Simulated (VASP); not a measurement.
An input for Ansatz (written as the equivalent of a VASP run, and not itself run):

Ansatz 0.2 input:
```yaml
crystal:
  lattice:
    - [0.0000000, 2.5159304, 2.5159304]
    - [2.5159304, 0.0000000, 2.5159304]
    - [2.5159304, 2.5159304, 0.0000000]
  atoms:
    - { symbol: Hf, position: [0.0000000, 0.0000000, 0.0000000] }
    - { symbol: O, position: [0.2500000, 0.2500000, 0.2500000] }
    - { symbol: O, position: [0.7500000, 0.7500000, 0.7500000] }
kpoints:
  mp_grid: { grid: [8, 8, 8] }
hamiltonian:
  xc: r2scan
  pseudopotentials: { kind: paw }
scf:
  occupations: { method: gaussian, width: 0.05 }
  max_iter: 100
relax:
  max_steps: 40
  f_tol: 0.02
  cell: { p_target: 5 }
output: { forces: true, stress: true, eigenvalues: true }
```

### Question
Write the VASP files for the same calculation (r2SCAN).

### Answer
Several could match; the one computed here: 
### INCAR
```
# general
SYSTEM  = HfO2
PREC    = Accurate
ENCUT   = 620
LREAL   = .FALSE.
LASPH   = .TRUE.

# electronic loop
EDIFF   = 1E-6
NELM    = 100
ALGO    = Normal
LMAXMIX = 6
LMIXTAU = .TRUE.

# smearing
ISMEAR  = 0
SIGMA   = 0.05

# functional
METAGGA = R2SCAN

# ions
IBRION  = 2
NSW     = 40
ISIF    = 3
EDIFFG  = -0.02
PSTRESS = 50

# output
LWAVE   = .FALSE.
LCHARG  = .FALSE.
```

File POSCAR:
```
HfO2
1
    0.0000000000     2.5159303807     2.5159303807
    2.5159303807     0.0000000000     2.5159303807
    2.5159303807     2.5159303807     0.0000000000
Hf O
1 2
Direct
  0.0000000000   0.0000000000   0.0000000000
  0.2500000000   0.2500000000   0.2500000000
  0.7500000000   0.7500000000   0.7500000000
```

**KPOINTS**
```
Automatic mesh
0
Gamma
8 8 8
0 0 0
```

POTCAR, in this order: Hf_pv O (PBE.64 set). Program: vasp_std.

What does not carry over: each code has its own PAW files, so the cut-off isn't converted (ENCUT is set for VASP's; basis.ecutwfc is left out, and Ansatz then takes the one that its files recommend); Ansatz stops its SCF on the density residual and VASP on the energy change (EDIFF).

The compound is HfO2 in the fluorite structure, the high-temperature cubic form, which is unstable at 0 K; the monoclinic form is the stable one. This run relaxes it under an external pressure of 5 GPa. Symmetry was kept, so distortions that lower it aren't found.
